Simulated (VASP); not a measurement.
Here is the system:

```
CELL_PARAMETERS angstrom
      0.00000     3.95741     3.95741
      3.95741     0.00000     3.95741
      3.95741     3.95741     0.00000
ATOMIC_POSITIONS crystal
  Ba 0.50000 0.50000 0.50000
  Ba 0.75000 0.75000 0.75000
  Rh 0.12500 0.12500 0.62500
  Rh 0.12500 0.62500 0.12500
  Rh 0.12500 0.12500 0.12500
  Rh 0.62500 0.12500 0.12500
```

Level of theory: PBEsol GGA, VASP's PBE PAW potentials (set 64) (plane waves; VASP 6.6.1). Settings: 300 eV cut-off, 5×5×5 Γ-centred mesh, Fermi-Dirac smearing of 0.14 eV, potentials Ba_sv Rh_pv.

At this cut-off the stress carries a Pulay error, which pulls relaxed volumes low. The run has a spin-polarised start.

Question: Give the stress tensor in GPa (positive for a compressed cell).

Answer: 
```
-4.01   0.00   0.00
 0.00  -4.01   0.00
 0.00   0.00  -4.01
```
The pressure is its mean diagonal, -4.01 GPa.

The structure comes from a computed database's BaRh2 entry; how it stands against other phases isn't given here. The cell was not relaxed at this level.
